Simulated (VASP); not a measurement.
VASP ran on this input.

POSCAR:
```
Zn2SeS
1
    1.9755791536     1.1406010648     6.4522764701
   -1.9755791536     1.1406010648     6.4522764701
    0.0000000000    -2.2812021295     6.4522764701
Zn Se S
2 1 1
Direct
  0.0037902304   0.0037902304   0.0037902304
  0.4963488756   0.4963488756   0.4963488756
  0.6244293655   0.6244293655   0.6244293655
  0.1254055285   0.1254055285   0.1254055285
```

**KPOINTS**
```
K-points
0
Gamma
  6 6 6
```

INCAR:
```
GGA = PE   # PBE
PREC = Accurate
ALGO = Normal   # blocked Davidson
SYSTEM = Zn2SeS
EDIFF = 1E-6   # SCF stop (eV)
LMAXMIX = 4   # l cut-off of mixed one-centre charges
IBRION = 2
NELM = 100   # most electronic steps
LWAVE = .FALSE.
ENCUT = 400
LREAL = .FALSE.   # projection in real space or not
ISIF = 3
LCHARG = .FALSE.
LASPH = .TRUE.
ISMEAR = 0
NSW = 60
SIGMA = 0.05   # width (eV)
EDIFFG = -0.02   # ionic stop
```

POTCAR, in this order: Zn Se S (PBE.64 set). Program: vasp_std.

### Question
Translate this PBE calculation to Quantum ESPRESSO's pw.x.

### Answer
One equivalent input (not run):
```
&CONTROL
  calculation = 'vc-relax'
  pseudo_dir = './pseudo'
  outdir = './out'
  tprnfor = .true.
  tstress = .true.
  nstep = 60
  forc_conv_thr = 0.00078
/
&SYSTEM
  ibrav = 0
  nat = 4
  ntyp = 3
  ecutwfc = 86
  occupations = 'smearing'
  smearing = 'gaussian'
  degauss = 0.003675
  input_dft = 'pbe'
/
&ELECTRONS
  conv_thr = 7.3e-08
  electron_maxstep = 100
/
&IONS
/
&CELL
/
ATOMIC_SPECIES
  Zn 65.380 Zn.upf
  Se 78.971 Se.upf
  S 32.060 S.upf
CELL_PARAMETERS angstrom
     1.9755792    1.1406011    6.4522765
    -1.9755792    1.1406011    6.4522765
     0.0000000   -2.2812021    6.4522765
ATOMIC_POSITIONS crystal
  Zn   0.0037902  0.0037902  0.0037902
  Zn   0.4963489  0.4963489  0.4963489
  Se   0.6244294  0.6244294  0.6244294
  S    0.1254055  0.1254055  0.1254055
K_POINTS automatic
  6 6 6 0 0 0
```
What does not carry over: the potentials are each code's own (VASP's PAW set, PseudoDojo norm-conserving files in pw.x), so ENCUT and ecutwfc are chosen apart and not converted; conv_thr bounds pw.x's estimated SCF error, while EDIFF bounds the energy change between steps; forc_conv_thr acts on force components and is met together with etot_conv_thr.

The structure comes from a computed database's Zn2SeS entry (R3m); how it stands against other phases isn't given here. It was relaxed first. The start is the result of an earlier pass.
